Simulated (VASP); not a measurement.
A run of VASP 6.6.1:

File POSCAR:

```
ZnSe
1.0
    0.0000000000      2.8338000000      2.8338000000
    2.8338000000      0.0000000000      2.8338000000
    2.8338000000      2.8338000000      0.0000000000
Zn Se
1 1
Direct
    0.0000000000      0.0000000000      0.0000000000
    0.2500000000      0.2500000000      0.2500000000
```

The input INCAR.step1:

```
ALGO = Fast
EDIFF = 1E-6
ENCUT = 520
GGA = PE
GGA_COMPAT = False
ISIF = 2
ISMEAR = 0
LASPH = True
LCHARG = True
LORBIT = 11
LREAL = False
LSORBIT = True
LWAVE = False
MAGMOM = 0 0 0 0 0 0
NELM = 80
PREC = Accurate
SIGMA = 0.02
```

KPOINTS.step1

```
k-points
0
Gamma
  8 8 8
```

The input INCAR.step2:

```
ALGO = Fast
EDIFF = 1E-6
ENCUT = 520
GGA = PE
GGA_COMPAT = False
ICHARG = 11
ISIF = 2
ISMEAR = 0
LASPH = True
LCHARG = False
LORBIT = 11
LREAL = False
LSORBIT = True
LWAVE = False
MAGMOM = 0 0 0 0 0 0
NELM = 80
PREC = Accurate
SIGMA = 0.05
```

File KPOINTS.step2:

```
path GXWKGLUWLK,UX
10
line-mode
reciprocal
 0.0000000000  0.0000000000  0.0000000000  G
 0.5000000000  0.0000000000  0.5000000000  X

 0.5000000000  0.0000000000  0.5000000000  X
 0.5000000000  0.2500000000  0.7500000000  W

 0.5000000000  0.2500000000  0.7500000000  W
 0.3750000000  0.3750000000  0.7500000000  K

 0.3750000000  0.3750000000  0.7500000000  K
 0.0000000000  0.0000000000  0.0000000000  G

 0.0000000000  0.0000000000  0.0000000000  G
 0.5000000000  0.5000000000  0.5000000000  L

 0.5000000000  0.5000000000  0.5000000000  L
 0.6250000000  0.2500000000  0.6250000000  U

 0.6250000000  0.2500000000  0.6250000000  U
 0.5000000000  0.2500000000  0.7500000000  W

 0.5000000000  0.2500000000  0.7500000000  W
 0.5000000000  0.5000000000  0.5000000000  L

 0.5000000000  0.5000000000  0.5000000000  L
 0.3750000000  0.3750000000  0.7500000000  K

 0.6250000000  0.2500000000  0.6250000000  U
 0.5000000000  0.0000000000  0.5000000000  X
```

Potentials or basis: VASP PAW PBE potentials, release 64 (Zn, Se).

Command:

```bash
$ cat potpaw_PBE.64/Zn/POTCAR potpaw_PBE.64/Se/POTCAR > POTCAR
$ cp INCAR.step1 INCAR
$ cp KPOINTS.step1 KPOINTS
$ mpirun -np 1 vasp_ncl > vasp.out
$ cp INCAR.step2 INCAR
$ cp KPOINTS.step2 KPOINTS
$ mpirun -np 1 vasp_ncl > vasp.out
```

Hardware: 1 thread of Intel(R) Xeon(R) 6975P-C (Granite Rapids), with other jobs on the host.

Estimate the wall time of this run.

Wall time 2.5 min on 1 thread of Intel(R) Xeon(R) 6975P-C (Granite Rapids), with other jobs on the host, peak memory 0.37 GiB. Counts: scf iterations 8, k points 100.
